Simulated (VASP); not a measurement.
These are revTPSS meta-GGA, VASP's PBE PAW potentials (set 64) (plane waves; VASP) values and carry that method's errors.

VASP ran on this input.

### INCAR
```
SYSTEM = Li
PREC = Accurate
ENCUT = 520
EDIFF = 1E-7
NELM = 100
ALGO = Normal
LREAL = .FALSE.
LASPH = .TRUE.
ISMEAR = 1
SIGMA = 0.1
METAGGA = RTPSS
LMIXTAU = .TRUE.
LWAVE = .FALSE.
LCHARG = .FALSE.
ISIF = 2
```

**POSCAR**
```
Li
1
   -1.6550674349     1.6550674349     1.6550674349
    1.6550674349    -1.6550674349     1.6550674349
    1.6550674349     1.6550674349    -1.6550674349
Li
1
Direct
  0.0000000000   0.0000000000   0.0000000000
```

File KPOINTS:
```
kpoints
0
Gamma
 15 15 15
0 0 0
```

POTCAR, in this order: Li_sv (PBE.64 set). Program: vasp_std.

What VASP printed:

File OUTCAR:
```
 ion  position               nearest neighbor table
   1  0.000  0.000  0.000-
  LATTYP: Found a body centered cubic cell.
 ALAT       =     3.3101348698
 Subroutine PRICEL returns:
 Original cell was already a primitive cell.
 Subroutine GETGRP returns: Found 48 space group operations
The static configuration has the point symmetry O_h .
The dynamic configuration has the point symmetry O_h .
 Subroutine INISYM returns: Found 48 space group operations
 Subroutine IBZKPT returns following result:
 Found    120 irreducible k-points:

 Following reciprocal coordinates:
            Coordinates               Weight
  0.000000  0.000000  0.000000      1.000000
  0.066667  0.000000  0.000000     12.000000
  0.133333  0.000000  0.000000     12.000000
  0.200000  0.000000  0.000000     12.000000
  0.266667  0.000000  0.000000     12.000000
  0.333333  0.000000  0.000000     12.000000
  0.400000  0.000000  0.000000     12.000000
  0.466667  0.000000  0.000000     12.000000
  0.066667  0.066667  0.000000     24.000000
  0.133333  0.066667  0.000000     48.000000
...
```

OSZICAR:
```
       N       E                     dE             d eps       ncg     rms          rms(c)
DAV:   1     0.376696499720E+02    0.37670E+02   -0.10502E+05  1200   0.399E+05
DAV:   2     0.135240377609E+02   -0.24146E+02   -0.18523E+02  1860   0.544E+03
DAV:   3    -0.658969992958E+00   -0.14183E+02   -0.13426E+02  2400   0.897E+02
DAV:   4    -0.238697514173E+01   -0.17280E+01   -0.16285E+01  2400   0.140E+02
DAV:   5    -0.305831132246E+01   -0.67134E+00   -0.66260E+00  2400   0.678E+01    0.118E+00
DAV:   6    -0.256904974882E+01    0.48926E+00   -0.79644E+00  1560   0.304E+01    0.312E-01
DAV:   7    -0.267630899327E+01   -0.10726E+00   -0.31807E-01  1580   0.692E+00    0.163E-01
DAV:   8    -0.284779328159E+01   -0.17148E+00   -0.51061E-01  1695   0.471E+00    0.670E-01
DAV:   9    -0.266837419403E+01    0.17942E+00   -0.59616E-01  1595   0.489E+00    0.143E-01
DAV:  10    -0.267530555830E+01   -0.69314E-02   -0.34818E-02  1425   0.211E+00    0.192E-02
DAV:  11    -0.267803355465E+01   -0.27280E-02   -0.83002E-03  1660   0.850E-01    0.739E-02
DAV:  12    -0.267795522838E+01    0.78326E-04   -0.11727E-04  1350   0.138E-01    0.622E-02
DAV:  13    -0.267811016221E+01   -0.15493E-03   -0.15170E-04  1310   0.159E-01    0.266E-02
DAV:  14    -0.267826328910E+01   -0.15313E-03   -0.17488E-04  1245   0.157E-01    0.297E-02
DAV:  15    -0.267830107318E+01   -0.37784E-04   -0.46877E-05  1530   0.878E-02    0.213E-02
DAV:  16    -0.267829617441E+01    0.48988E-05   -0.84723E-06  1270   0.426E-02    0.993E-03
DAV:  17    -0.267831163392E+01   -0.15460E-04   -0.20785E-05  1200   0.821E-02    0.362E-03
DAV:  18    -0.267831062751E+01    0.10064E-05   -0.97116E-07  1270   0.183E-02    0.764E-04
DAV:  19    -0.267831059343E+01    0.34083E-07   -0.14970E-06  1625   0.169E-02    0.877E-04
DAV:  20    -0.267830990395E+01    0.68948E-06   -0.78621E-08  1240   0.350E-03    0.237E-04
DAV:  21    -0.267831007661E+01   -0.17266E-06   -0.36064E-07  1255   0.689E-03    0.810E-05
DAV:  22    -0.267831001041E+01    0.66208E-07   -0.99841E-09   805   0.181E-03
   1 F= -.26783100E+01 E0= -.26782765E+01  d E =-.100656E-03
```

File OUTCAR:
```
------------------------ aborting loop because EDIFF is reached ----------------------------------------
  FORCE on cell =-STRESS in cart. coord.  units (eV):
  Direction    XX          YY          ZZ          XY          YZ          ZX
  --------------------------------------------------------------------------------------
  Total        0.1259352      0.1259352      0.1259352      0.0000000     -0.0000000      0.0000000
  in kB       11.1262934     11.1262934     11.1262934      0.0000000     -0.0000000      0.0000000
  external PRESSURE =      11.1262934 kB  Pullay stress =       0.0000000 kB
  volume of cell :       18.13
      direct lattice vectors                 reciprocal lattice vectors
    -1.655067435  1.655067435  1.655067435     0.000000000  0.302102494  0.302102494
     1.655067435 -1.655067435  1.655067435     0.302102494  0.000000000  0.302102494
     1.655067435  1.655067435 -1.655067435     0.302102494  0.302102494  0.000000000
 POSITION                                       TOTAL-FORCE (eV/Angst)
 -----------------------------------------------------------------------------------
      0.00000      0.00000      0.00000         0.000000     -0.000000     -0.000000
 -----------------------------------------------------------------------------------
    total drift:                               -0.000000      0.000000      0.000000
  FREE ENERGIE OF THE ION-ELECTRON SYSTEM (eV)
  ---------------------------------------------------
  free  energy   TOTEN  =        -2.6783100104 eV

  energy  without entropy=       -2.6782093548  energy(sigma->0) =       -2.67827646
```
(Selected blocks of OUTCAR.)

The compound is Li in the bcc structure. This cell is one point of a volume scan, at 0.94 of the reference volume.
